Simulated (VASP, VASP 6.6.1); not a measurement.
# Lattice constants of tetragonal MoSi₂: PBEsol within half a per cent on both axes

## Background

The reference is a pair of lattice constants for MoSi₂, obtained by powder X-ray diffraction on Czochralski-grown material and reported in "Giant magnetoresistance, Fermi surface topology, Shoenberg effect and vanishing quantum oscillations in type-II Dirac semimetal candidates MoSi₂ and WSi₂" (2022, arXiv:2202.05362). The conventional tetragonal cell has a = 3.20519 Å and c = 7.84461 Å. Diffraction gives these lengths almost directly, through the positions of the reflections, so little interpretation stands between the observation and the number. The temperature is not given with the values. The old structure determination from which I start, an entry of 1927, has a slightly shorter a and a slightly longer c; the two differ by about 0.2 % in each direction, and I compare with the newer values.

| compared with | measured | method |
| --- | --- | --- |
| lattice constant a of the conventional cell (Å) | 3.20519 | powder X-ray diffraction |
| lattice constant c of the conventional cell (Å) | 7.84461 | powder X-ray diffraction |

Conditions are those given with the value in the passage it was taken from; "not stated" means there, and the paper may say more elsewhere. The values are a selection: others may have been left out beforehand as unlike or outlying.

## Strategy

I want both axes of the I4/mmm cell, from a full relaxation of the three-atom cell. The target is 1 % on a and 1 % on c, each judged separately so that an error in the axial ratio cannot hide in the volume. This is a sensible demand for a stiff silicide: a good semilocal functional usually does better, while thermal expansion and zero-point motion, both absent from my static cells, should together amount to a few tenths of a per cent at most if the diffraction was done near room temperature.

I go straight to PBEsol, which was built for equilibrium geometries of dense solids. LDA would probably give axes that are too short and PBE axes that are somewhat too long, at much the same cost. MoSi₂ has no gap at this level, and I use narrow Gaussian smearing, so the sampling of the Fermi surface needs a check. After the first relaxation I will tighten mesh and cutoff separately, then set one neighbouring functional beside the result for scale.

System: Si2Mo; I4/mmm (No. 139), 3 atoms in the cell; conventional a = 3.200, c = 7.861 A, from an old structure determination (COD) that may be off by a few tenths of a percent; an entry of 1927.

## 1. PBEsol on a dense mesh

I start with PBEsol at 450 eV on a 12×12×12 mesh, a cautious choice for a crystal without a gap. The starting cell is stretched by 3 % in volume, so the relaxation has a real distance to cover. I expect both axes to end slightly below the measured ones, by a few tenths of a per cent.

**Run 1.** VASP 6.6.1: PBEsol; 450 eV, 12x12x12 k mesh; cell and atoms relaxed, relaxed twice, LASPH on.

Key lines of the input:
```
ALGO = Normal
EDIFF = 1E-06
EDIFFG = -0.006
ENCUT = 450
GGA = PS
IBRION = 2
ISIF = 3
ISMEAR = 0
LASPH = .TRUE.
NBANDS = 17
NELM = 100
NSW = 50
PREC = Accurate
SIGMA = 0.05
KPOINTS: Gamma, 12 12 12
PAW data sets: Mo_sv Si (PBE 64)
```

Command:
```
mpirun -np 8 vasp_std
```

Selected lines of the output:
```
[second pass]
   3 F= -.25078617E+02 E0= -.25078358E+02  d E =-.326922E-05
 reached required accuracy - stopping structural energy minimisation
  external PRESSURE =      -0.0163737 kB  Pullay stress =       0.0000000 kB
```

Converged; 82 s on 8 cores of AMD EPYC 7R43 64, shared host.

| quantity | run 1 | measured | deviation |
| --- | --- | --- | --- |
| lattice constant a of the conventional cell (Å) | 3.1914 | 3.20519 | −0.0138 (−0.4 %) |
| lattice constant c of the conventional cell (Å) | 7.8255 | 7.84461 | −0.0191 (−0.2 %) |
| volume of the conventional cell (Å³) | 79.70 |  |  |
| space group at the end | I4/mmm |  |  |
| pressure left at the end (GPa) | −0.0016 |  |  |

Both axes come out short, a by 0.4 % and c by 0.2 %, which is the direction and roughly the size I had expected for a static cell. Each is well inside the 1 % target. The relaxation reached its force criterion in the second pass, with almost no pressure left, but that says nothing about the sampling of the Fermi surface or the completeness of the basis.

## 2. Denser mesh and higher cutoff

I now change one setting at a time from the first run: the mesh to 16×16×16 at the same cutoff, and the cutoff to 600 eV on the same mesh. The mesh is the one I trust less, because narrow Gaussian smearing on a gapless crystal makes the occupations near the Fermi level sensitive to where the k points fall. I expect both axes to move by much less than their distance from experiment.

**Run 2.** VASP 6.6.1: PBEsol; 450 eV, 16x16x16 k mesh; cell and atoms relaxed, relaxed twice, LASPH on.

Key lines of the input, as changed from run 1:
```diff
- KPOINTS: Gamma, 12 12 12
+ KPOINTS: Gamma, 16 16 16
```

Selected lines of the output:
```
 reached required accuracy - stopping structural energy minimisation
  external PRESSURE =       0.0919516 kB  Pullay stress =       0.0000000 kB
```

Converged; wall time 2.4 min.

**Run 3.** VASP 6.6.1: PBEsol; 600 eV, 12x12x12 k mesh; cell and atoms relaxed, relaxed twice, LASPH on.

Key lines of the input, as changed from run 1:
```diff
- ENCUT = 450
+ ENCUT = 600
```

Selected lines of the output:
```
 reached required accuracy - stopping structural energy minimisation
  external PRESSURE =      -0.3263224 kB  Pullay stress =       0.0000000 kB
```

Converged; wall time 2 min.

| quantity | run 2 | run 3 | measured |
| --- | --- | --- | --- |
| lattice constant a of the conventional cell (Å) | 3.1919 | 3.1916 | 3.20519 |
| lattice constant c of the conventional cell (Å) | 7.8239 | 7.8264 | 7.84461 |
| volume of the conventional cell (Å³) | 79.71 | 79.72 |  |
| space group at the end | I4/mmm | I4/mmm |  |
| pressure left at the end (GPa) | 0.0092 | −0.0326 |  |

The denser mesh lengthens a by 0.0005 Å and shortens c by 0.0016 Å; the higher cutoff lengthens them by 0.0002 and 0.0009 Å. Shifts this small may owe something to where each relaxation stopped, so I do not assign them to mesh or basis. What matters is that they are far smaller than the gaps of 0.0138 and 0.0191 Å that the first run left to experiment. Neither setting, changed on its own, accounts for the short axes, and the PBEsol result stands within the target on both.

## 3. PBE for scale

I set PBE beside PBEsol at the settings of the first run, to see how much the choice of functional moves the axes compared with mesh and cutoff. PBE usually gives longer bonds in dense solids, so I expect both axes to grow and to end somewhat above the measured values.

**Run 4.** VASP 6.6.1: PBE; 450 eV, 12x12x12 k mesh; cell and atoms relaxed, relaxed twice, LASPH on.

Key lines of the input, as changed from run 1:
```diff
- GGA = PS
+ GGA = PE
```

Selected lines of the output:
```
 reached required accuracy - stopping structural energy minimisation
  external PRESSURE =       0.2122206 kB  Pullay stress =       0.0000000 kB
```

Converged; wall time 68 s.

| quantity | run 4 | measured | deviation |
| --- | --- | --- | --- |
| lattice constant a of the conventional cell (Å) | 3.2171 | 3.20519 | +0.0119 (+0.4 %) |
| lattice constant c of the conventional cell (Å) | 7.8742 | 7.84461 | +0.0296 (+0.4 %) |
| volume of the conventional cell (Å³) | 81.50 |  |  |
| space group at the end | I4/mmm |  |  |
| pressure left at the end (GPa) | 0.0212 |  |  |

PBE lengthens a by 0.0257 Å and c by 0.0487 Å relative to PBEsol at the same settings, and both axes now lie 0.4 % above experiment. The functional therefore moves the cell far more than the denser mesh or the higher cutoff did for PBEsol. PBE also meets the target on both axes, with errors of the opposite sign on each.

The axial ratio c/a is 2.4476 with PBE, against 2.4475 measured and 2.4521 with PBEsol. PBE thus enlarges the cell almost uniformly, while PBEsol shortens a a little more than c. That difference is too small to matter for the target. I stop here, since the PBEsol result has held under both checks and the neighbouring functional gives the scale I wanted.

## Results at a glance

| run | settings | lattice constant a of the conventional cell (Å) | deviation | lattice constant c of the conventional cell (Å) | deviation | cost |
| --- | --- | --- | --- | --- | --- | --- |
| 1 | PBEsol, 450 eV, 12x12x12 k mesh | 3.1914 | −0.0138 (−0.4 %) | 7.8255 | −0.0191 (−0.2 %) | 11 core-min |
| 2 | PBEsol, 450 eV, 16x16x16 k mesh | 3.1919 | −0.0132 (−0.4 %) | 7.8239 | −0.0207 (−0.3 %) | 19 core-min |
| 3 | PBEsol, 600 eV, 12x12x12 k mesh | 3.1916 | −0.0136 (−0.4 %) | 7.8264 | −0.0182 (−0.2 %) | 16 core-min |
| 4 | PBE, 450 eV, 12x12x12 k mesh | 3.2171 | +0.0119 (+0.4 %) | 7.8742 | +0.0296 (+0.4 %) | 9 core-min |
|  | measured | 3.20519 |  | 7.84461 |  |  |

Further runs on the same system, made beside this series (convergence steps with loose settings among them):

| further | settings | lattice constant a of the conventional cell (Å) | deviation | lattice constant c of the conventional cell (Å) | deviation | cost |
| --- | --- | --- | --- | --- | --- | --- |
| F1 | r2SCAN, 450 eV, 12x12x12 k mesh | 3.2041 | −0.0011 (−0.0 %) | 7.8209 | −0.0237 (−0.3 %) | 39 core-min |
| F2 | r2SCAN + rVV10, 450 eV, 12x12x12 k mesh | 3.1991 | −0.0061 (−0.2 %) | 7.8149 | −0.0297 (−0.4 %) | 60 core-min |
| F3 | vdW-DF-cx, 450 eV, 12x12x12 k mesh | 3.2024 | −0.0028 (−0.1 %) | 7.850 | +0.005 (+0.1 %) | 27 core-min |
| F4 | PBEsol + D3(BJ), 450 eV, 12x12x12 k mesh | 3.1580 | −0.0472 (−1.5 %) | 7.7607 | −0.0839 (−1.1 %) | 13 core-min |
| F5 | PBEsol+U (Mo 4.38 eV), 450 eV, 12x12x12 k mesh | 3.2077 | +0.0025 (+0.1 %) | 7.8502 | +0.0056 (+0.1 %) | 9.7 core-min |
| F6 | LDA+U (Mo 4.38 eV), 450 eV, 12x12x12 k mesh | 3.1925 | −0.0127 (−0.4 %) | 7.8081 | −0.0365 (−0.5 %) | 8.6 core-min |
| F7 | BLYP, 450 eV, 12x12x12 k mesh | 3.2814 | +0.0762 (+2.4 %) | 7.9713 | +0.1267 (+1.6 %) | 15 core-min |
| F8 | LDA, 450 eV, 12x12x12 k mesh | 3.1768 | −0.0284 (−0.9 %) | 7.7853 | −0.0594 (−0.8 %) | 11 core-min |
| F9 | PBEsol, 250 eV, 12x12x12 k mesh | 3.1806 | −0.0246 (−0.8 %) | 7.8069 | −0.0377 (−0.5 %) | 6.2 core-min |
|  | measured | 3.20519 |  | 7.84461 |  |  |

## How well does the simulation do?

PBEsol meets the target on both axes: a is 0.4 % and c 0.2 % shorter than measured, at a cost of 11 core-minutes for the first relaxation. The denser mesh and the higher cutoff, each changed alone, left that result standing. At 250 eV the axes shrink by roughly a further 0.011 and 0.019 Å. Both still meet the target, but the error from the basis is then nearly as large as the distance to experiment that the first run left.

The sign of the remaining error is right for a static cell. Zero-point motion and, if the diffraction was done near room temperature, thermal expansion would lengthen both axes and could close a good part of the gap. The same allowance would take PBE, already 0.4 % too long on both axes, further from experiment, so its nearly exact axial ratio does not make it the better description.

The further runs put the choice in proportion. LDA also passes, but only narrowly: its axes are short by 0.9 and 0.8 %, in the direction I had expected. r2SCAN and vdW-DF-cx pass comfortably, and vdW-DF-cx comes within 0.1 % on both axes. Adding D3(BJ) to PBEsol shortens the cell enough to miss on both, which I read as extra attraction on a functional that already gives short axes. BLYP misses in the other direction. PBEsol+U lands within 0.1 %, but a large U on the broad 4d bands of a metallic silicide has little physical basis, and I take that closeness as fortuitous.

I cannot divide the PBEsol remainder between functional error and nuclear motion without a phonon calculation and the temperature of the measurement. The effect of the smearing width is not shown in this report.

[Logs are printed without paths, hosts, clocks, repeated set-up lines and the standing remarks that a program may print on its own settings, such as how far it seeks lower states.]

[The runs shown are a pick from a larger set of finished runs; failed, doubtful and other runs were left out of it ahead of writing. So were measured values far from every level or from commonly accepted values, and agreement can look better than it is. Lines of input and output are excerpts and may be shortened.]
